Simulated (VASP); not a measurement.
The system is InP.

```
In P
1.0
     0.00000    2.97933    2.97933
     2.97933    0.00000    2.97933
     2.97933    2.97933    0.00000
In P
1 1
Direct
  0.00000 0.00000 0.00000
  0.25000 0.25000 0.25000
```

The cell was built by a generator and needn't be a form met in nature.

Base run:

```yaml
Program: VASP 6.6.1
Functional: PBE0
Potentials_or_basis: VASP PAW PBE potentials, release 64 (In_d, P)
Cutoff: 520 eV
k_mesh: 6 × 6 × 6
Occupations: gaussian, width 0.02 eV
Spin: no spin polarisation
```

Its results: band gap on the k mesh 1.80 eV, direct; pressure -2.3 GPa.

After a change of settings the same cell gave: band gap on the k mesh 1.21 eV, direct; pressure -2.0 GPa. Which change was it?
A. functional from PBE0 to r2SCAN; k mesh from 6 × 6 × 6 to 10 × 10 × 10
B. functional from PBE0 to HSE06
C. exchange at q = 0 from truncated to default

B.

Caveats: the PAW data sets were made with another functional, which shifts forces and pressure a little; spin-orbit coupling is left out, which moves the levels of the heavy elements.
